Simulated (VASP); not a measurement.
The system is C.

```xyz
4
Lattice="2.4600 0.0000 0.0000 -1.2300 2.1304 0.0000 0.0000 0.0000 6.7000" Properties=species:S:1:pos:R:3 pbc="T T T"
C     0.0000    0.0000    0.0000
C     0.0000    1.4203    0.0000
C     0.0000    0.0000   -3.3500
C     1.2300    0.7101   -3.3500
```

The cell was built by a generator and needn't be a form met in nature.

* Program: VASP 6.6.1
* Task: relaxation of cell and atoms
* Functional: LDA
* Potentials or basis: VASP PAW LDA potentials, release 64 (C)
* Cutoff: 600 eV
* k mesh: 12 × 12 × 4
* Occupations: gaussian, width 0.05 eV
* Spin: no spin polarisation

At the start: pressure -4.9 GPa; volume 8.78 Å³/atom.

Task: How do energy, volume and symmetry change on relaxing?

Result: Over 10 steps the energy falls by 2.6 meV/atom and the volume is 8.49 Å³/atom (-3.3 %); space group P6_3/mmc (No. 194, to 0.05 Å).

Step by step:
| step | energy change (eV) | largest force (eV/Å) | pressure (GPa) | volume (Å³) |
| --- | --- | --- | --- | --- |
| 1 | 0.0000 | 0.0000 | -4.89 | 35.11 |
| 2 | 0.0404 | 0.0000 | 11.72 | 33.77 |
| 3 | -0.0087 | 0.0000 | -0.28 | 34.71 |
| 4 | -0.0087 | 0.0000 | -0.18 | 34.70 |
| 5 | -0.0089 | 0.0000 | -0.14 | 34.65 |
| 6 | -0.0095 | 0.0000 | -0.14 | 34.49 |
| 7 | -0.0102 | 0.0000 | -0.07 | 34.18 |
| 8 | -0.0099 | 0.0000 | 0.12 | 33.56 |
| 9 | -0.0104 | 0.0000 | 0.04 | 33.92 |
| 10 | -0.0104 | 0.0000 | -0.02 | 33.96 |

Final structure:
```xyz
4
Lattice="2.4461 0.0000 0.0000 -1.2230 2.1184 0.0000 0.0000 0.0000 6.5542" Properties=species:S:1:pos:R:3 pbc="T T T"
C     0.0000    0.0000    0.0000
C     0.0000    1.4122    0.0000
C     0.0000    0.0000    3.2771
C     1.2230    0.7061    3.2771
```
